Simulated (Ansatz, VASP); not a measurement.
# Zr (Zirconium) in two plane-wave programs, part 2 of 2

Aim: how closely do two programs agree when they are given the same cell, functional and k mesh? The cell is taken from a series of runs on this material, whose earlier steps may have relaxed, scaled, displaced or heated it; both programs get it as it stands.

VASP 6.6.1 and Ansatz 0.2.0.

So far: The starting structure; VASP: zone-centre phonons, LDA, pair 1; Ansatz: zone-centre phonons, LDA, pair 1; Comparison.

## Step 5: VASP: zone-centre phonons, LDA, pair 2

Level of this step: LDA; plane waves and PAW (Zr_sv) (VASP).

Second derivatives magnify differences that forces hide, and they need a tight electronic threshold. The cell compared in this pair holds 45.07 Å³, against 44.56 Å³ for the pair before.

INCAR

```
SYSTEM = Zr
PREC = Accurate
ENCUT = 500
EDIFF = 1E-08
NELM = 120
ISMEAR = 1
SIGMA = 0.2
LREAL = .FALSE.
ALGO = Normal
GGA = CA
NBANDS = 18
LASPH = .TRUE.
LORBIT = 11
LWAVE = .FALSE.
LCHARG = .FALSE.
ISIF = 2
IBRION = 8
GGA_COMPAT = .FALSE.
KPAR = 2
```

POSCAR

```
Zr
1.0
    3.2373134353      0.0000000000      0.0000000000
   -1.6186567177      2.8035956749      0.0000000000
    0.0000000000      0.0000000000      4.9656721541
Zr
2
Direct
    0.3333333333      0.6666666667      0.2500000000
    0.6666666667      0.3333333333      0.7500000000
```

KPOINTS

```
Automatic mesh
0
Gamma
15 15 8
0 0 0
```

PAW data sets: Zr_sv (LDA family, release 64).

Launch:

```bash
> mpirun -np 2 vasp_std
```

Numbers of over 12 decimals in the logs are rounded to 6 here.

What it wrote:

```text
[... set-up lines as in an earlier step ...]
 entering main loop
       N       E                     dE             d eps       ncg     rms          rms(c)
DAV:   1     0.212696001676E+03    0.21270E+03   -0.13169E+04  4860   0.129E+03
DAV:   2    -0.379891193042E+01   -0.21649E+03   -0.21300E+03  5764   0.381E+02
DAV:   3    -0.189335930627E+02   -0.15135E+02   -0.15013E+02  8792   0.742E+01
DAV:   4    -0.192913140358E+02   -0.35772E+00   -0.35731E+00  5718   0.118E+01
[...]
DAV:  12    -0.185488314610E+02    0.68854E-07   -0.35310E-07  6656   0.407E-03    0.180E-03
DAV:  13    -0.185488314752E+02   -0.14205E-07   -0.33239E-08  4778   0.120E-03    0.447E-04
DAV:  14    -0.185488314768E+02   -0.15998E-08   -0.26281E-09  3002   0.563E-04
   1 F= -.18548831E+02 E0= -.18549170E+02  d E =0.101545E-02
 Linear response reoptimize wavefunctions to high precision
DAV:   1    -0.185488314779E+02   -0.11196E-08   -0.87744E-10  2998   0.309E-04
DAV:   2    -0.185488314779E+02   -0.30923E-10   -0.28053E-10  2900   0.126E-04
 Linear response DOF=           2
 Linear response progress:
[...]
RMM:  17    -0.619127760133E+00    0.56459E-07   -0.69227E-07 52907   0.784E-04    0.131E-04
RMM:  18    -0.619127757398E+00    0.27357E-08   -0.55379E-07 52457   0.661E-04    0.121E-04
RMM:  19    -0.619127697413E+00    0.59985E-07   -0.44180E-07 52282   0.575E-04    0.119E-04
 first order change of Fermi-energy   0.14295E-04
 force on displaced ion       1 direction 1 :  -0.693  -0.000   0.000
 Linear response progress:
  Degree of freedom:   2/  2
       N       E                     dE             d eps       ncg     rms          rms(c)
RMM:   1    -0.763868071787E+00   -0.76387E+00    0.30121E+00  7580   0.136E+01
RMM:   2    -0.714592683983E+00    0.49275E-01   -0.26581E-01 11203   0.278E+00    0.245E-01
RMM:   3    -0.717655178820E+00   -0.30625E-02   -0.44774E-02 13718   0.988E-01    0.823E-02
RMM:   4    -0.720402922963E+00   -0.27477E-02   -0.60305E-03 15423   0.356E-01    0.322E-02
[...]
RMM:  24    -0.720534403604E+00    0.10029E-07   -0.10718E-06 16348   0.352E-04    0.759E-05
RMM:  25    -0.720534407003E+00   -0.33985E-08   -0.11429E-06 15767   0.324E-04    0.794E-05
RMM:  26    -0.720534421367E+00   -0.14365E-07   -0.11387E-06 15126   0.301E-04    0.809E-05
 first order change of Fermi-energy  -0.12556E-03
 force on displaced ion       1 direction 3 :   0.000  -0.000  -4.987
 Linear response finished
```

OUTCAR, selected parts (step 5):

```text
  Total       -1.1972654     -1.1972654      0.0232631      0.0000000     -0.0000000      0.0000000
  in kB      -42.5620808    -42.5620808      0.8269905      0.0000000     -0.0000000      0.0000000
  external PRESSURE =     -28.0990571 kB  Pullay stress =       0.0000000 kB

 POSITION                                       TOTAL-FORCE (eV/Angst)
 -----------------------------------------------------------------------------------
     -0.00000      1.86906      1.24142         0.000000     -0.000000      0.000000
      1.61866      0.93453      3.72425        -0.000000      0.000000      0.000000
 -----------------------------------------------------------------------------------
    total drift:                               -0.000000      0.000000     -0.000000

[... 1 part as in an earlier step ...]

[... 1 further part left out ...]
```

## Step 6: Ansatz: zone-centre phonons, LDA, pair 2

The same cell, functional (in two slightly different forms), mesh and smearing now go to Ansatz, which takes its cutoff from its data sets.

The cell is taken from a series of runs on this material, whose earlier steps may have relaxed, scaled, displaced or heated it; both programs get it as it stands.

input.yaml

```yaml
crystal:
  lattice:
    - [3.2373134353, 0.0, 0.0]
    - [-1.6186567177, 2.8035956749, 0.0]
    - [0.0, 0.0, 4.9656721541]
  atoms:
    - { symbol: Zr, position: [0.3333333333, 0.6666666667, 0.25] }
    - { symbol: Zr, position: [0.6666666667, 0.3333333333, 0.75] }
kpoints:
  mp_grid: { grid: [15, 15, 8] }
hamiltonian:
  xc: lda
  pseudopotentials: { kind: paw, azcp: { folder: soft_1 }, xc_functional: pbe }
scf:
  occupations: { method: methfessel_paxton, width: 0.2 }
output:
  eigenvalues: true
phonons:
  method: dfpt
```

Launch:

```bash
> ansatz run input.yaml --threads 4 --pin off --max-ram 10240MiB --backend cpu --events-out ev --progress --plain --runs-dir out
```

What it wrote:

```text
[...]
Crystal: 2 atoms, lattice volume = 45.069 Å³
Basis set: ecut = 420 eV, 905 PW (Γ), exchange–correlation on 48×48×72 points (8 copies of the dense FFT grid, shifted against one another)
Bands: 16, of which v1, the nominal top of the filled ones, is band 12 counted from 1 (11 counted from 0)
Symmetry: 24 space group operations
k-points: 320 of 1800 (irreducible under 4 space group operations, time reversal used)
[...]
k-point 2: bands = [... 8 lower, 9.0970, 11.1061, 14.7427, 14.7427, 15.0056, 15.1335, 15.3812, 15.3812, ... 4 higher]
  k-point 319: bands = [... 8 lower, 11.9081, 11.9081, 13.6048, 13.6048, 14.2614, 14.2614, 16.0599, 16.0599, ... 4 higher]
[...]
ASR residual: 2.187e-5 → 0.000e0 eV/Å²; symmetrization residual: 3.069e-10 eV/Å²
  ASR residual per site (eV/Å²): 2.19e-5 2.19e-5
  Γ frequencies (cm⁻¹): 0.00 0.00 0.00 64.11 64.11 171.61
[...]
[key lines of the parts left out:]
SCF converged after 8 iterations
Free energy (F): -8154.933524 eV
Fermi energy:    14.274666 eV
```

## Step 7: Side by side

The two programs side by side:

```tsv
quantity	Ansatz	VASP	difference
optical mode 1 to 2 (cm⁻¹)	64.1	64.3	-0.27 %
optical mode 3 (cm⁻¹)	171.6	172.4	-0.47 %
```

Modes are paired by rising frequency, not by their patterns, so a pair may set unlike modes beside each other; they are those without the splitting of longitudinal modes.

## Step 8: Results

| Property | Result |
| --- | --- |
| r.m.s. difference of the optical zone-centre modes, each program's sorted by frequency (zone-centre phonons, LDA, pair 1) | 0.42 cm⁻¹ |
| difference in optical mode 1 to 2 (zone-centre phonons, LDA, pair 1) | +0.6 % |
| r.m.s. difference of the optical zone-centre modes, each program's sorted by frequency (zone-centre phonons, LDA, pair 2) | 0.49 cm⁻¹ |

What this shows: The r.m.s. difference of the optical zone-centre modes, each program's sorted by frequency is 0.42 cm⁻¹ (zone-centre phonons, LDA, pair 1). Among the rows given in per cent, the largest difference of the zone-centre phonons, LDA, pair 1 pair is in optical mode 1 to 2, +0.6 %. Such differences can come from data sets, numerical settings and the points named under the comparisons, not from the functional's error against experiment.

[Lines on the potential files, build, host, timing and source positions are cut from VASP's logs without a mark.]

[Logs are printed without paths, hosts, clocks, repeated set-up lines and the standing remarks that a program may print on its own settings, such as how far it seeks lower states.]

[Hosts, paths, dates, database ids (printed as entryN), source tags and the programs' standing remarks are cut or masked in the printed files.]
